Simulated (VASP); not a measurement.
Given:

```
CdSe
1.0
    0.00000     3.19576     3.19576
    3.19576     0.00000     3.19576
    3.19576     3.19576     0.00000
Cd Se
1 1
Direct
  0.00000   0.00000   0.00000
  0.25000   0.25000   0.25000
```

Level of theory: revPBE GGA, VASP's PBE PAW potentials (set 64) (plane waves; VASP). Settings: 520 eV cut-off, 7×7×7 Γ-centred mesh, Gaussian smearing of 0.050 eV, potentials Cd Se.

**Question.** Predict the energy per atom (σ→0), pressure, band gap (on the k-mesh) with the smallest direct gap where there is one.

**Answer.** 
```yaml
band gap (on the k-mesh): 0.43 eV
smallest direct gap (on the k-mesh): 0.43 eV
energy per atom (σ→0): -2.461 eV/atom
pressure: -2.02 GPa
```

The absolute energy has meaning only against runs of the same code, potentials and settings.

The compound is CdSe in the zinc blende structure, whereas wurtzite is the usual form. This cell is one point of a volume scan, at 1.06 of the reference volume.
